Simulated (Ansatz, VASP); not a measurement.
# Li2CaO2: VASP beside Ansatz

INCAR

```
ALGO = Normal
EDIFF = 1E-7
ENCUT = 520
GGA = PE
ISIF = 2
ISMEAR = 0
LASPH = T
LCHARG = T
LELF = T
LREAL = F
LVHAR = T
LWAVE = F
NBANDS = 22
NELM = 80
PREC = Accurate
SIGMA = 0.1
```

The input KPOINTS:

```
k-points
0
Gamma
  6 6 4
```

Contents of POSCAR:

```
Li2CaO2
1.0
    3.4790883300      0.0000000000      0.0000000000
   -1.7395441700      3.0129788800      0.0000000000
    0.0000000000      0.0000000000      6.4392901400
Li Ca O
2 1 2
Direct
    0.0000000000      0.0000000000      0.8337046000
    0.0000000000      0.0000000000      0.1662954000
    0.0000000000      0.0000000000      0.5000000000
    0.3333333300      0.6666666700      0.5000000000
    0.6666666700      0.3333333300      0.5000000000
```

Input for Ansatz:

```yaml
crystal:
  lattice:
    - [3.47908833, 0.0, 0.0]
    - [-1.73954417, 3.01297888, 0.0]
    - [0.0, 0.0, 6.43929014]
  atoms:
    - { symbol: Li, position: [0.0, 0.0, 0.8337046] }
    - { symbol: Li, position: [0.0, 0.0, 0.1662954] }
    - { symbol: Ca, position: [0.0, 0.0, 0.5] }
    - { symbol: O, position: [0.33333333, 0.66666667, 0.5] }
    - { symbol: O, position: [0.66666667, 0.33333333, 0.5] }
basis:
  ecutwfc: 420
kpoints:
  mp_grid: { grid: [6, 6, 4] }
hamiltonian:
  xc: pbe
scf:
  occupations: { method: gaussian, width: 0.1 }
  lower_state_search: "off"
output:
  forces: true
  stress: true
  eigenvalues: true
```

Alike in both runs: task single point; functional PBE; k mesh 6 × 6 × 4; occupations gaussian, width 0.1 eV; no spin polarisation.

|  | VASP | Ansatz |
| --- | --- | --- |
| version | VASP 6.6.1 | Ansatz 0.2.0 |
| potentials or method | VASP PAW PBE potentials, release 64 (Li_sv, Ca_sv, O) | scalar-relativistic, plane waves, PAW |
| plane-wave cutoff (eV) | 520 | 420 |
| valence electrons in the cell | 28 | 28 |

```csv
,VASP,Ansatz,Ansatz less VASP
gap on the k mesh at the Fermi level (eV),none,none,-
rms of the force components (eV/Å),0.243,0.238,-0.0046
```

Atom by atom the forces differ by 0.005 eV/Å (rms over components). A gap of «none» marks a metal or a gap that the smearing closes. The functional is the same, so the differences come from potentials, cutoffs and numerics.
